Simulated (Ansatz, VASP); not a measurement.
PtWS4 in VASP and in Ansatz

The input INCAR:

```
ALGO = Normal
EDIFF = 1E-6
EDIFFG = -0.01
ENCUT = 600
GGA = PE
IBRION = 2
ISIF = 3
ISMEAR = 0
LASPH = True
LCHARG = False
LREAL = False
LWAVE = False
NELM = 100
NSW = 100
PREC = Accurate
SIGMA = 0.1
```

The input KPOINTS:

```
k-points
0
Gamma
  10 10 6
```

POSCAR

```
PtWS4
1.0
    4.1478232964      0.0000000000      0.0000000000
    0.0000000000      4.1478232964      0.0000000000
    0.0000000000      0.0000000000      5.9387792854
Pt W S
1 1 4
Direct
    0.5000000000      0.5000000000      0.5000000000
    0.0000000000      0.0000000000      0.0000000000
    0.5000000000      0.0000000000      0.2397476487
    0.0000000000      0.5000000000      0.7602523513
    0.5000000000      0.0000000000      0.7602523513
    0.0000000000      0.5000000000      0.2397476487
```

Input for Ansatz:

```yaml
crystal:
  lattice:
    - [4.1478232964, 0.0, 0.0]
    - [0.0, 4.1478232964, 0.0]
    - [0.0, 0.0, 5.9387792854]
  atoms:
    - { symbol: Pt, position: [0.5, 0.5, 0.5] }
    - { symbol: W, position: [0.0, 0.0, 0.0] }
    - { symbol: S, position: [0.5, 0.0, 0.2397476487] }
    - { symbol: S, position: [0.0, 0.5, 0.7602523513] }
    - { symbol: S, position: [0.5, 0.0, 0.7602523513] }
    - { symbol: S, position: [0.0, 0.5, 0.2397476487] }
basis:
  ecutwfc: 420
kpoints:
  mp_grid: { grid: [10, 10, 6] }
hamiltonian:
  xc: pbe
scf:
  occupations: { method: gaussian, width: 0.1 }
output:
  forces: true
  stress: true
  eigenvalues: true
relax:
  adjacent_minimum: "off"
  f_tol: 0.01
  max_steps: 80
  cell: { stress_tol: 0.05 }
```

Alike in both runs: task relaxation of cell and atoms; functional PBE; k mesh 10 × 10 × 6; occupations gaussian, width 0.1 eV; no spin polarisation.

```csv
,VASP,Ansatz
version,VASP 6.6.1,Ansatz 0.2.0
potentials or method,"VASP PAW PBE potentials, release 64 (Pt, W_sv, S)","scalar-relativistic, plane waves, PAW"
plane-wave cutoff (eV),600,420
valence electrons in the cell,48,56
```

Ansatz gave:

| Quantity | Value |
| --- | --- |
| gap on the k mesh at the Fermi level, each at its own relaxed structure (eV) | none |
| relaxed volume (Å³/atom) | 17.02 |
| relaxed cell length with the largest relative difference (Å) | 4.154 |

Question: Estimate VASP's values.

Answer: gap on the k mesh at the Fermi level, each at its own relaxed structure (eV): none; relaxed volume (Å³/atom): 17.02; relaxed cell length with the largest relative difference (Å): 4.153.

A gap of «none» marks a metal or a gap that the smearing closes. The two sets of potentials don't hold the same shells in valence.

The runs have no spin-orbit coupling, so splittings on Pt, W are missing.
